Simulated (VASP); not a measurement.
Calculation: PBE GGA, VASP's PBE PAW potentials (set 64) (plane waves; VASP 6.6.1).

A VASP calculation is set up with these files.

### POSCAR
```
CeO2
1
    0.0000000000     2.7050000000     2.7050000000
    2.7050000000     0.0000000000     2.7050000000
    2.7050000000     2.7050000000     0.0000000000
Ce O
1 2
Direct
  0.0000000000   0.0000000000   0.0000000000
  0.2500000000   0.2500000000   0.2500000000
  0.7500000000   0.7500000000   0.7500000000
```

INCAR:
```
SYSTEM = CeO2
PREC = Accurate
ENCUT = 520
EDIFF = 1E-6
NELM = 100
ALGO = Normal
LREAL = .FALSE.
LASPH = .TRUE.
ISMEAR = 0
SIGMA = 0.05
GGA = PE
LMAXMIX = 6
LWAVE = .FALSE.
LCHARG = .FALSE.
ISIF = 2
```

KPOINTS:
```
Automatic
0
Gamma
  5 5 5
0 0 0
```

POTCAR, in this order: Ce O (PBE.64 set). Program: vasp_std.

The run wrote:

OSZICAR:
```
       N       E                     dE             d eps       ncg     rms          rms(c)
DAV:   1     0.227996799745E+03    0.22800E+03   -0.11514E+04   336   0.199E+03
DAV:   2     0.107526449699E+02   -0.21724E+03   -0.21164E+03   504   0.309E+02
DAV:   3    -0.301727184529E+02   -0.40925E+02   -0.39484E+02   392   0.146E+02
DAV:   4    -0.317069406878E+02   -0.15342E+01   -0.15341E+01   520   0.331E+01
DAV:   5    -0.317802957308E+02   -0.73355E-01   -0.73353E-01   496   0.689E+00    0.315E+01
DAV:   6    -0.293035386071E+02    0.24768E+01   -0.90904E+01   472   0.597E+01    0.251E+01
DAV:   7    -0.282203398411E+02    0.10832E+01   -0.17044E+02   480   0.129E+02    0.220E+01
DAV:   8    -0.274571725293E+02    0.76317E+00   -0.33496E+00   368   0.205E+01    0.142E+01
DAV:   9    -0.262550261604E+02    0.12021E+01   -0.68124E+00   472   0.219E+01    0.167E+00
DAV:  10    -0.262409628417E+02    0.14063E-01   -0.23307E-01   552   0.389E+00    0.122E+00
DAV:  11    -0.262254490919E+02    0.15514E-01   -0.35522E-02   456   0.190E+00    0.121E+00
DAV:  12    -0.262111284144E+02    0.14321E-01   -0.74802E-02   392   0.179E+00    0.771E-01
DAV:  13    -0.262111716750E+02   -0.43261E-04   -0.11608E-01   528   0.347E+00    0.962E-01
DAV:  14    -0.262079923853E+02    0.31793E-02   -0.19169E-02   440   0.137E+00    0.324E-01
DAV:  15    -0.262079638321E+02    0.28553E-04   -0.11140E-03   528   0.270E-01    0.127E-01
DAV:  16    -0.262079432625E+02    0.20570E-04   -0.27812E-04   408   0.114E-01    0.109E-01
DAV:  17    -0.262079174818E+02    0.25781E-04   -0.92483E-05   552   0.974E-02    0.374E-02
DAV:  18    -0.262079109505E+02    0.65312E-05   -0.33790E-05   488   0.489E-02    0.148E-02
DAV:  19    -0.262079088388E+02    0.21117E-05   -0.83145E-06   392   0.293E-02    0.200E-03
DAV:  20    -0.262079088753E+02   -0.36475E-07   -0.35600E-07   240   0.640E-03
   1 F= -.26207909E+02 E0= -.26207909E+02  d E =-.991518E-21
```

File OUTCAR:
```
------------------------ aborting loop because EDIFF is reached ----------------------------------------
  FORCE on cell =-STRESS in cart. coord.  units (eV):
  Direction    XX          YY          ZZ          XY          YZ          ZX
  --------------------------------------------------------------------------------------
  Total        1.3561674      1.3561674      1.3561674      0.0000000     -0.0000000      0.0000000
  in kB       54.8898535     54.8898535     54.8898535      0.0000000     -0.0000000      0.0000000
  external PRESSURE =      54.8898535 kB  Pullay stress =       0.0000000 kB
  volume of cell :       39.59
      direct lattice vectors                 reciprocal lattice vectors
     0.000000000  2.705000000  2.705000000    -0.184842884  0.184842884  0.184842884
     2.705000000  0.000000000  2.705000000     0.184842884 -0.184842884  0.184842884
     2.705000000  2.705000000  0.000000000     0.184842884  0.184842884 -0.184842884
 POSITION                                       TOTAL-FORCE (eV/Angst)
 -----------------------------------------------------------------------------------
      0.00000      0.00000      0.00000        -0.000000     -0.000000     -0.000000
      1.35250      1.35250      1.35250         0.000000     -0.000000     -0.000000
      4.05750      4.05750      4.05750         0.000000      0.000000      0.000000
 -----------------------------------------------------------------------------------
    total drift:                                0.000000      0.000000      0.000000
  FREE ENERGIE OF THE ION-ELECTRON SYSTEM (eV)
  ---------------------------------------------------
  free  energy   TOTEN  =       -26.2079088753 eV

  energy  without entropy=      -26.2079088753  energy(sigma->0) =      -26.20790888
```
(Selected blocks of OUTCAR.)

File OUTCAR:
```
 val. band max:        5.2406541596   @ k =  -0.2000   0.2000   0.0000

 cond. band min:       7.3522470084   @ k =  -0.4000   0.2000   0.0000


 Fermi energy:         5.5664274884

 k-point     1 :       0.0000    0.0000    0.0000
  band No.  band energies     occupation
      1     -27.0670      2.00000
      2     -10.9837      2.00000
      3     -10.0377      2.00000
      4      -9.2118      2.00000
      5      -9.2118      2.00000
      6      -9.2118      2.00000
      7       1.4725      2.00000
      8       1.4725      2.00000
      9       1.4725      2.00000
     10       4.7324      2.00000
     11       4.7324      2.00000
     12       4.7324      2.00000
     13       7.6356      0.00000
     14       7.6356      0.00000
     15       7.6356      0.00000
     16       7.8872      0.00000

 k-point     2 :       0.2000    0.0000    0.0000
  band No.  band energies     occupation
      1     -26.9952      2.00000
      2     -11.9983      2.00000
      3     -10.3378      2.00000
      4      -9.2996      2.00000
      5      -9.2996      2.00000
      6      -8.1216      2.00000
      7       1.8096      2.00000
      8       1.8096      2.00000
      9       2.3975      2.00000
     10       4.4391      2.00000
     11       4.6115      2.00000
     12       4.6115      2.00000
     13       7.5935      0.00000
     14       7.5935      0.00000
     15       7.6388      0.00000
     16       7.9138      0.00000

 k-point     3 :       0.4000    0.0000    0.0000
  band No.  band energies     occupation
      1     -26.8747      2.00000
      2     -12.9764      2.00000
      3     -10.7792      2.00000
      4      -9.4345      2.00000
      5      -9.4345      2.00000
      6      -6.9568      2.00000
      7       2.2882      2.00000
      8       2.2882      2.00000
      9       3.8009      2.00000
     10       4.2120      2.00000
     11       4.5420      2.00000
     12       4.5420      2.00000
     13       7.4155      0.00000
...
```

The compound is CeO2 in the fluorite structure. The cell was not relaxed at this level. The run is not spin-polarised, so no magnetic state was tried.
